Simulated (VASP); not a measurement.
Ti2TeAs2, 5 atoms in the cell. It takes space group Cmmm (No. 65, orthorhombic). The conventional cell has a = 6.223 Å, b = 6.501 Å, c = 5.267 Å, α = 90.00°, β = 90.00°, γ = 90.00°. Ti (site symmetry m2m) has 1 Ti at 1.90 Å as nearest neighbours. Around Te (site symmetry mmm) lie 2 As at 1.65 Å. As (site symmetry mm2) has 1 Te at 1.65 Å as nearest neighbours. The cell was built by a generator and needn't be a form met in nature.

- Program: VASP 6.6.1
- Task: relaxation of cell and atoms
- Functional: PBE
- Potentials or basis: VASP PAW PBE potentials, release 64 (Ti_sv, Te, As)
- Cutoff: 520 eV
- k mesh: 3 × 3 × 3
- Occupations: gaussian, width 0.15 eV
- Spin: no spin polarisation
- Further INCAR settings: PREC = Normal; ALGO = Fast; EDIFF = 0.0001; IBRION = 2; EDIFFG = -0.08; NSW = 24; ISIF = 3

Potentials or basis: VASP PAW PBE potentials, release 64 (Ti_sv, Te, As).

Run with:

```sh
$ cat potpaw_PBE.64/Ti_sv/POTCAR potpaw_PBE.64/Te/POTCAR potpaw_PBE.64/As/POTCAR > POTCAR
$ mpirun -np 1 vasp_std > vasp.out
```

Hardware: 1 thread of Intel(R) Xeon(R) Platinum 8375C CPU @ 2.90GHz (Ice Lake), on a shared host.

Task: Estimate the wall time of this run.

Result: Wall time 9.1 min on 1 thread of Intel(R) Xeon(R) Platinum 8375C CPU @ 2.90GHz (Ice Lake), on a shared host, peak memory 0.18 GiB. Counts: scf iterations 481, k points 8, ion steps 19.
